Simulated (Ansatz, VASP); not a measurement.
This is a calculation of Lu3Si for Ansatz 0.2.0.

The input input.yaml:

```yaml
crystal:
  lattice:
    - [-2.1497673478, 2.1497673478, 4.8565165817]
    - [2.1497673478, -2.1497673478, 4.8565165817]
    - [2.1497673478, 2.1497673478, -4.8565165817]
  atoms:
    - { symbol: Lu, position: [0.5, 0.5, 0.0] }
    - { symbol: Lu, position: [0.25, 0.75, 0.5] }
    - { symbol: Lu, position: [0.75, 0.25, 0.5] }
    - { symbol: Si, position: [0.0, 0.0, 0.0] }
hamiltonian:
  xc: pbe
  pseudopotentials: { kind: paw }
kpoints:
  mp_grid: { grid: [9, 9, 9] }
scf:
  occupations: { method: fermi_dirac, width: 0.05 }
output:
  forces: true
  stress: true
  eigenvalues: true
```

Potentials or basis: Ansatz PAW.

The run is started by

```console
$ ansatz run input.yaml --threads 2 --pin off --max-ram 5120MiB --backend cpu --events-out ev --progress --plain --runs-dir out
```

Task: Translate it to VASP 6.6.1. Potentials there: VASP PAW PBE potentials, release 64 (Lu, Si).

Result: As run (the cutoff follows the program's own potentials):

File INCAR:

```
  PREC = Accurate
  ENCUT = 520
  EDIFF = 1E-7
  ISMEAR = -1
  SIGMA = 0.05
  LREAL = F
  LASPH = T
  NELM = 60
  ALGO = Normal
  ISIF = 2
  LWAVE = F
  LCHARG = F
  GGA = PE
  NBANDS = 48
```

KPOINTS

```
regular mesh
0
Gamma
  9 9 9
```

Contents of POSCAR:

```
Lu3Si
1.0
   -2.1497673478      2.1497673478      4.8565165817
    2.1497673478     -2.1497673478      4.8565165817
    2.1497673478      2.1497673478     -4.8565165817
Lu Si
3 1
Direct
    0.5000000000      0.5000000000      0.0000000000
    0.2500000000      0.7500000000      0.5000000000
    0.7500000000      0.2500000000      0.5000000000
    0.0000000000      0.0000000000      0.0000000000
```

Potentials or basis: VASP PAW PBE potentials, release 64 (Lu, Si).

Run with:

```bash
$ cat potpaw_PBE.64/Lu/POTCAR potpaw_PBE.64/Si/POTCAR > POTCAR
$ mpirun -np 1 vasp_std > vasp.out
```

Both were run:

|  | VASP | Ansatz | Ansatz less VASP |
| --- | --- | --- | --- |
| gap on the k mesh at the Fermi level (eV) | none | none | - |
| pressure (GPa) | 3.6 | 3.4 | -0.25 |
| largest component of the traceless stress (GPa) | 0.32 | 0.29 | -0.033 |

A gap of «none» marks a metal or a gap that the smearing closes.

The runs have no spin-orbit coupling, so splittings on Lu are missing.
